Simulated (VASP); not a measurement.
```yaml
crystal:
  lattice:
    - [0.00000, 2.54500, 2.54500]
    - [2.54500, 0.00000, 2.54500]
    - [2.54500, 2.54500, 0.00000]
  atoms:
    - { symbol: Zr, position: [0.00000, 0.00000, 0.00000] }
    - { symbol: O, position: [0.25000, 0.25000, 0.25000] }
    - { symbol: O, position: [0.75000, 0.75000, 0.75000] }
```

Level of theory: PBE GGA with D4 dispersion, VASP's PBE PAW potentials (set 64) (plane waves; VASP 6.6.1). Run with 520 eV cut-off, 7×7×7 Γ-centred mesh, Gaussian smearing of 0.050 eV, potentials Zr_sv O.

What does the run give for the energy per atom (σ→0)?

* **energy per atom (σ→0)**: -9.729 eV/atom

The compound is ZrO2 in the fluorite structure, the high-temperature cubic form, which is unstable at 0 K; the monoclinic form is the stable one. The cell was not relaxed at this level. The start is the result of an earlier pass.
